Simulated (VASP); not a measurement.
Ga:

```
Ga
1.0
     2.26150   -3.83050    0.00000
     2.26150    3.83050    0.00000
     0.00000    0.00000    4.52400
Ga
4
Cartesian
  2.2615 -2.6438 0.3664
  2.2615 -1.1867 2.6284
  2.2615 2.6438 4.1576
  2.2615 1.1867 1.8956
```

Base run:

| Quantity | Value |
| --- | --- |
| Program | VASP 6.6.1 |
| Functional | PBE |
| Potentials or basis | VASP PAW PBE potentials, release 64 (Ga_d) |
| Cutoff | 520 eV |
| k mesh | 9 × 9 × 7 |
| Occupations | fermi-dirac, width 0.05 eV |
| Spin | no spin polarisation |

Its results: band gap on the k mesh none (metal or under the smearing width); pressure 2.1 GPa; largest force 0.103 eV/Å.

**Question.** The run is repeated on the same cell with these changes: functional from PBE to PBEsol; cutoff from 520 eV to 600 eV. What comes out?

**Answer.** Band gap on the k mesh none (metal or under the smearing width); pressure -1.5 GPa; largest force 0.119 eV/Å.

PBEsol binds more tightly than PBE, so the same cell stands under less pressure.

Caveats: the PAW data sets were made with another functional, which shifts forces and pressure a little (some runs).

Not every run made on this cell is shown here.
